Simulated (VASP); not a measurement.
Input:

```yaml
crystal:
  lattice:
    - [0.00000, 2.29784, 2.29784]
    - [2.29784, 0.00000, 2.29784]
    - [2.29784, 2.29784, 0.00000]
  atoms:
    - { symbol: Zr, position: [0.00000, 0.00000, 0.00000] }
    - { symbol: N, position: [0.50000, 0.50000, 0.50000] }
```

These are PBE GGA, VASP's PBE PAW potentials (set 64) (plane waves; VASP 6.6.1) values and carry that method's errors. Run with PREC = Normal, EDIFF = 1E-5, 450 eV cut-off, 15×15×15 Γ-centred mesh, first-order Methfessel-Paxton smearing of 0.10 eV, potentials Zr_sv N.

Problem. What does the run give for the energy per atom (σ→0), band gap (on the k-mesh) with the smallest direct gap where there is one?

Solution. 
The band gap (on the k-mesh) comes out as none (metal, semimetal or under 0.01 eV) and the energy per atom (σ→0) comes out as -10.186 eV/atom.

Total energies compare only between runs with the same potentials, cut-off and functional.

The compound is ZrN in the rock salt structure. It was relaxed first. The electron count is odd and the run is not spin-polarised, which forces a metal.
